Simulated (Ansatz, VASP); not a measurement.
BeCd3S4 in VASP and in Ansatz

```xyz
8
Lattice="5.5350 0.0000 0.0000 0.0000 5.5350 0.0000 0.0000 0.0000 5.5350" Properties=species:S:1:pos:R:3 pbc="T T T"
Be    0.0000    0.0000    0.0000
S     1.2222    1.2222    1.2222
S     4.3128    4.3128    1.2222
S     4.3128    1.2222    4.3128
S     1.2222    4.3128    4.3128
Cd    2.7675    2.7675    0.0000
Cd    2.7675    0.0000    2.7675
Cd    0.0000    2.7675    2.7675
```

Alike in both runs: task single point; functional PBE; k mesh 4 × 4 × 4; no spin polarisation.

```csv
,VASP,Ansatz
version,VASP 6.6.1,Ansatz 0.2.0
potentials or method,"VASP PAW PBE potentials, release 64 (Be, S, Cd)","plane waves, PAW"
plane-wave cutoff (eV),520,420
occupations,"gaussian, width 0.01 eV",fixed
valence electrons in the cell,62,86
```

Ansatz gave:

```
gap on the k mesh at the Fermi level (eV) : 1.84
pressure (GPa)                            : 4.4
rms of the force components (eV/Å)        : 0.032
```

Problem. Which values does VASP return?

Solution. gap on the k mesh at the Fermi level (eV): 1.85; pressure (GPa): 4.8; rms of the force components (eV/Å): 0.049.

The two sets of potentials don't hold the same shells in valence.

A k mesh can miss the band edges. As with any semilocal functional, this PBE gap is likely too small.
